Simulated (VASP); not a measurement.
Given:

```
CELL_PARAMETERS angstrom
      1.58676    -2.74835     0.00000
      1.58676     2.74835     0.00000
      0.00000     0.00000     5.10897
ATOMIC_POSITIONS crystal
  Zr 0.33333 0.66667 0.25000
  Zr 0.66667 0.33333 0.75000
```

Calculation: PBE GGA, VASP's PBE PAW potentials (set 64) (plane waves; VASP). Run with 500 eV cut-off, 13×13×7 Γ-centred mesh, first-order Methfessel-Paxton smearing of 0.10 eV, potentials Zr_sv.

Energy and stress use the plane-wave basis of the starting cell.

The ions, cell shape and volume at an external pressure of 10.0 GPa are relaxed. What does this cell relax into?

```
CELL_PARAMETERS angstrom
      1.56093    -2.70362     0.00000
      1.56093     2.70362     0.00000
      0.00000     0.00000     5.05031
ATOMIC_POSITIONS crystal
  Zr 0.33333 0.66667 0.25000
  Zr 0.66667 0.33333 0.75000
```
Space group P6_3/mmc (194), at a tolerance of 0.03 Å.

How do energy and volume change from the first to the last step?

The energy (σ→0) changes by +44.9 meV/atom and the volume by -4.3 %, in 6 ionic steps.

The compound is Zr in the hcp structure. This run relaxes it under an external pressure of 10 GPa. Symmetry was kept, so distortions that lower it aren't found.
